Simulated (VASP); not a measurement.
The input files of a VASP run:

### INCAR
```
PSTRESS = 200   # kbar
ALGO = Normal   # blocked Davidson
EDIFF = 1E-6
ISMEAR = 1
ENCUT = 500   # plane-wave cut-off (eV)
ISIF = 3
LASPH = .True.   # aspherical one-centre terms
NELM = 100
PREC = Accurate
IBRION = 2   # conjugate gradients
SIGMA = 0.1
LREAL = .False.
SYSTEM = Cu3Au
NSW = 40   # most ionic steps
LCHARG = .False.
LMAXMIX = 6   # l cut-off of mixed one-centre charges
LWAVE = .False.
EDIFFG = -0.02
```

File POSCAR:
```
Cu3Au
1
    3.5746799946     0.0000000000     0.0000000000
    0.0000000000     3.5746799946     0.0000000000
    0.0000000000     0.0000000000     3.5746799946
Cu Au
3 1
Direct
  0.0000000000   0.5000000000   0.5000000000
  0.5000000000   0.0000000000   0.5000000000
  0.5000000000   0.5000000000   0.0000000000
  0.0000000000   0.0000000000   0.0000000000
```

KPOINTS:
```
Automatic mesh
0
Gamma
 9 9 9
```

POTCAR, in this order: Cu Au (LDA.64 set). Program: vasp_std.

Translate this LDA calculation to Quantum ESPRESSO's pw.x.

One equivalent input (not run):
```
&CONTROL
  calculation = 'vc-relax'
  pseudo_dir = './pseudo'
  outdir = './out'
  tprnfor = .true.
  tstress = .true.
  nstep = 40
  forc_conv_thr = 0.00078
/
&SYSTEM
  ibrav = 0
  nat = 4
  ntyp = 2
  ecutwfc = 92
  occupations = 'smearing'
  smearing = 'methfessel-paxton'
  degauss = 0.00735
  input_dft = 'pz'
/
&ELECTRONS
  conv_thr = 7.3e-08
  electron_maxstep = 100
/
&IONS
/
&CELL
  press = 200
/
ATOMIC_SPECIES
  Cu 63.546 Cu.upf
  Au 196.967 Au.upf
CELL_PARAMETERS angstrom
     3.5746800    0.0000000    0.0000000
     0.0000000    3.5746800    0.0000000
     0.0000000    0.0000000    3.5746800
ATOMIC_POSITIONS crystal
  Cu   0.0000000  0.5000000  0.5000000
  Cu   0.5000000  0.0000000  0.5000000
  Cu   0.5000000  0.5000000  0.0000000
  Au   0.0000000  0.0000000  0.0000000
K_POINTS automatic
  9 9 9 0 0 0
```
What does not carry over: the potentials are each code's own (VASP's PAW set, PseudoDojo norm-conserving files in pw.x), so ENCUT and ecutwfc are chosen apart and not converted; conv_thr bounds pw.x's estimated SCF error, while EDIFF bounds the energy change between steps; forc_conv_thr acts on force components and is met together with etot_conv_thr.

The compound is Cu3Au in the L1_2 structure. It was relaxed first under an external pressure of 20 GPa.
